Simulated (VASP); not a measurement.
Output of a VASP run:

File OSZICAR:
```
       N       E                     dE             d eps       ncg     rms          rms(c)
DAV:   1     0.807232982729E+02    0.80723E+02   -0.10085E+04   840   0.154E+03
DAV:   2    -0.109420372261E+02   -0.91665E+02   -0.84420E+02  1116   0.276E+02
DAV:   3    -0.141965817288E+02   -0.32545E+01   -0.32380E+01  1116   0.501E+01
DAV:   4    -0.142800178002E+02   -0.83436E-01   -0.83404E-01  1056   0.767E+00
DAV:   5    -0.142830289258E+02   -0.30111E-02   -0.30110E-02  1136   0.106E+00    0.275E+01
DAV:   6    -0.122591054926E+02    0.20239E+01   -0.88098E+00   932   0.258E+01    0.302E+01
DAV:   7    -0.121793576719E+02    0.79748E-01   -0.39140E-01  1016   0.627E+00    0.179E+01
DAV:   8    -0.121549021900E+02    0.24455E-01   -0.11422E-01   964   0.370E+00    0.135E+00
DAV:   9    -0.121544312180E+02    0.47097E-03   -0.12247E-02  1180   0.970E-01    0.209E-01
DAV:  10    -0.121546204848E+02   -0.18927E-03   -0.79096E-04   916   0.306E-01    0.153E-01
DAV:  11    -0.121546309596E+02   -0.10475E-04   -0.75263E-05  1064   0.846E-02    0.452E-02
DAV:  12    -0.121546326541E+02   -0.16945E-05   -0.15137E-05  1000   0.383E-02    0.888E-03
DAV:  13    -0.121546324493E+02    0.20478E-06   -0.21199E-06   892   0.157E-02
   1 F= -.69802607E+01 E0= -.69802607E+01  d E =-.698026E+01
```

File OUTCAR:
```
------------------------ aborting loop because EDIFF is reached ----------------------------------------
  FORCE on cell =-STRESS in cart. coord.  units (eV):
  Direction    XX          YY          ZZ          XY          YZ          ZX
  --------------------------------------------------------------------------------------
  Total        5.1724344      5.1724344      5.1724344     -0.0000000      0.0000000      0.0000000
  in kB      299.8876764    299.8876764    299.8876764     -0.0000000      0.0000000      0.0000000
  external PRESSURE =      -0.1123236 kB  Pullay stress =     300.0000000 kB
  volume of cell :       27.63
      direct lattice vectors                 reciprocal lattice vectors
     0.000000000  2.399600735  2.399600735    -0.208367998  0.208367998  0.208367998
     2.399600735  0.000000000  2.399600735     0.208367998 -0.208367998  0.208367998
     2.399600735  2.399600735  0.000000000     0.208367998  0.208367998 -0.208367998
  FREE ENERGIE OF THE ION-ELECTRON SYSTEM (eV)
  ---------------------------------------------------
  free  energy   TOTEN  =       -12.1546324493 eV

  energy  without entropy=      -12.1546324493  energy(sigma->0) =      -12.15463245
  enthalpy is  TOTEN    =        -6.9802607022 eV   P V=        5.1743717471

 reached required accuracy - stopping structural energy minimisation
```
(Selected blocks of OUTCAR.)

File POSCAR:
```
SrO
1
    0.0000000000     2.3996007351     2.3996007351
    2.3996007351     0.0000000000     2.3996007351
    2.3996007351     2.3996007351    -0.0000000000
Sr O
1 1
Direct
  1.0000000000   0.0000000000   1.0000000000
  0.5000000000   0.5000000000   0.5000000000
```

Task: Reconstruct the remaining input files.

Result: Several could match; the one computed here: the input of the run itself, PBEsol GGA, plane waves, VASP's PBE PAW potentials (set 64).

**KPOINTS**
```
Automatic mesh
0
Gamma
9 9 9
0 0 0
```

**INCAR**
```
# general
SYSTEM  = SrO
PREC    = Accurate
ENCUT   = 620
LREAL   = F
LASPH   = T

# electronic loop
EDIFF   = 1E-6
NELM    = 100
ALGO    = Normal
LMAXMIX = 4

# smearing
ISMEAR  = 0
SIGMA   = 0.05

# functional
GGA     = PS

# ions
IBRION  = 2
NSW     = 40
ISIF    = 3
EDIFFG  = -0.02
PSTRESS = 300

# output
LWAVE   = F
LCHARG  = F
```

POTCAR, in this order: Sr_sv O (PBE.64 set). Program: vasp_std.

The compound is SrO in the rock salt structure. It was relaxed first under an external pressure of 30 GPa.
